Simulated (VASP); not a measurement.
Crystal: Mo.

```
Mo
1.0
    -1.57342    1.57342    1.57342
     1.57342   -1.57342    1.57342
     1.57342    1.57342   -1.57342
Mo
1
Direct
  0.00000 0.00000 0.00000
```

```yaml
Program: VASP 6.6.1
Task: relaxation of cell and atoms
Functional: PBEsol
Potentials_or_basis: VASP PAW PBE potentials, release 64 (Mo_sv)
Cutoff: 520 eV
k_mesh: 18 × 18 × 18
Occupations: gaussian, width 0.1 eV
Spin: no spin polarisation
```

At the start: pressure -4.0 GPa; volume 15.58 Å³/atom.

Question: How do energy, volume and symmetry change on relaxing?

Answer: Over 4 steps the energy falls by 2.9 meV/atom and the volume is 15.35 Å³/atom (-1.5 %); space group Im-3m (No. 229, to 0.05 Å).

Step by step:
| step | energy change (eV) | largest force (eV/Å) | pressure (GPa) | volume (Å³) |
| --- | --- | --- | --- | --- |
| 1 | 0.0000 | 0.0000 | -4.03 | 15.58 |
| 2 | 0.0221 | 0.0000 | 13.09 | 14.71 |
| 3 | -0.0029 | 0.0000 | -0.06 | 15.36 |
| 4 | -0.0029 | 0.0000 | 0.02 | 15.35 |

Final structure:
```
CELL_PARAMETERS angstrom
-1.56563 1.56563 1.56563
1.56563 -1.56563 1.56563
1.56563 1.56563 -1.56563
ATOMIC_POSITIONS crystal
Mo 0.00000 0.00000 0.00000
```

Caveat: the PAW data sets were made with another functional, which shifts forces and pressure a little.
